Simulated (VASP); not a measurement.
All values below come from RPBE GGA, VASP's PBE PAW potentials (set 64) (plane waves; VASP).

A VASP calculation is set up with these files.

**INCAR**
```
ALGO = Normal
EDIFF = 1E-6
ENCUT = 400
GGA = RP
ISIF = 2
ISMEAR = 1
LASPH = T
LCHARG = F
LMAXMIX = 4
LREAL = F
LWAVE = F
NELM = 100
PREC = Accurate
SIGMA = 0.1
SYSTEM = Rh
```

KPOINTS:
```
Regular mesh
0
Gamma
  15 15 15
0 0 0
```

POSCAR:
```
Rh
1
    0.0000000000     1.9000000000     1.9000000000
    1.9000000000     0.0000000000     1.9000000000
    1.9000000000     1.9000000000     0.0000000000
Rh
1
Direct
  0.0000000000   0.0000000000   0.0000000000
```

POTCAR, in this order: Rh_pv (PBE.64 set). Program: vasp_std.

The resulting files:

File OSZICAR:
```
       N       E                     dE             d eps       ncg     rms          rms(c)
DAV:   1     0.958600521703E+02    0.95860E+02   -0.81652E+03  2680   0.121E+03
DAV:   2    -0.585454714545E+01   -0.10171E+03   -0.97227E+02  2718   0.345E+02
DAV:   3    -0.703369890246E+01   -0.11792E+01   -0.11757E+01  3048   0.427E+01
DAV:   4    -0.704064344885E+01   -0.69445E-02   -0.69441E-02  2880   0.337E+00
DAV:   5    -0.704074918667E+01   -0.10574E-03   -0.10574E-03  3021   0.390E-01    0.985E+00
DAV:   6    -0.661188420688E+01    0.42886E+00   -0.98192E-01  2745   0.150E+01    0.367E+00
DAV:   7    -0.659584744327E+01    0.16037E-01   -0.22105E-02  2943   0.199E+00    0.173E+00
DAV:   8    -0.659285528494E+01    0.29922E-02   -0.29857E-03  2733   0.848E-01    0.181E-01
DAV:   9    -0.659276425772E+01    0.91027E-04   -0.53356E-05  2994   0.113E-01    0.154E-02
DAV:  10    -0.659276792557E+01   -0.36678E-05   -0.40449E-06  2859   0.297E-02    0.262E-03
DAV:  11    -0.659276796646E+01   -0.40889E-07   -0.20210E-07  1575   0.658E-03
   1 F= -.65927680E+01 E0= -.65927663E+01  d E =-.499776E-05
```

### OUTCAR
```
------------------------ aborting loop because EDIFF is reached ----------------------------------------
  FORCE on cell =-STRESS in cart. coord.  units (eV):
  Direction    XX          YY          ZZ          XY          YZ          ZX
  --------------------------------------------------------------------------------------
  Total        0.8383474      0.8383474      0.8383474     -0.0000000     -0.0000000     -0.0000000
  in kB       97.9137828     97.9137828     97.9137828     -0.0000000     -0.0000000     -0.0000000
  external PRESSURE =      97.9137828 kB  Pullay stress =       0.0000000 kB
  volume of cell :       13.72
      direct lattice vectors                 reciprocal lattice vectors
     0.000000000  1.900000000  1.900000000    -0.263157895  0.263157895  0.263157895
     1.900000000  0.000000000  1.900000000     0.263157895 -0.263157895  0.263157895
     1.900000000  1.900000000  0.000000000     0.263157895  0.263157895 -0.263157895
 POSITION                                       TOTAL-FORCE (eV/Angst)
 -----------------------------------------------------------------------------------
      0.00000      0.00000      0.00000         0.000000      0.000000      0.000000
 -----------------------------------------------------------------------------------
    total drift:                                0.000000     -0.000000      0.000000
  FREE ENERGIE OF THE ION-ELECTRON SYSTEM (eV)
  ---------------------------------------------------
  free  energy   TOTEN  =        -6.5927679665 eV

  energy  without entropy=       -6.5927629687  energy(sigma->0) =       -6.59276630
```
(Selected blocks of OUTCAR.)

File OUTCAR:
```
 val. band max:       12.0436448042   @ k =  -0.4667   0.4000   0.0000

 cond. band min:      12.0647210617   @ k =  -0.4667   0.2667   0.1333


 Fermi energy:        12.0463041054

 k-point     1 :       0.0000    0.0000    0.0000
  band No.  band energies     occupation
      1     -34.3689      2.00000
      2     -34.3689      2.00000
      3     -34.3689      2.00000
      4       4.0896      2.00000
      5       8.9405      2.00000
      6       8.9405      2.00000
      7       8.9405      2.00000
      8      11.0242      2.00000
      9      11.0242      2.00000
     10      28.0323      0.00000
     11      32.6152      0.00000

 k-point     2 :       0.0667    0.0000    0.0000
  band No.  band energies     occupation
      1     -34.4018      2.00000
      2     -34.3733      2.00000
      3     -34.3733      2.00000
      4       4.2687      2.00000
      5       8.8619      2.00000
      6       9.0100      2.00000
      7       9.0100      2.00000
      8      10.9857      2.00000
      9      10.9857      2.00000
     10      28.2906      0.00000
     11      32.5553      0.00000

 k-point     3 :       0.1333    0.0000    0.0000
  band No.  band energies     occupation
      1     -34.4943      2.00000
      2     -34.3860      2.00000
      3     -34.3860      2.00000
      4       4.7700      2.00000
      5       8.6849      2.00000
      6       9.1780      2.00000
      7       9.1780      2.00000
      8      10.9193      2.00000
      9      10.9193      2.00000
     10      28.9362      0.00000
     11      30.7164      0.00000

 k-point     4 :       0.2000    0.0000    0.0000
  band No.  band energies     occupation
      1     -34.6280      2.00000
      2     -34.4040      2.00000
      3     -34.4040      2.00000
      4       5.4484      2.00000
      5       8.6031      2.00000
      6       9.3115      2.00000
      7       9.3115      2.00000
      8      10.9758      2.00000
      9      10.9758      2.00000
...
```

The compound is Rh in the fcc structure. The cell was not relaxed at this level. The run is one of a series of settings (GGA = RP against the base run), some of them coarse on purpose.
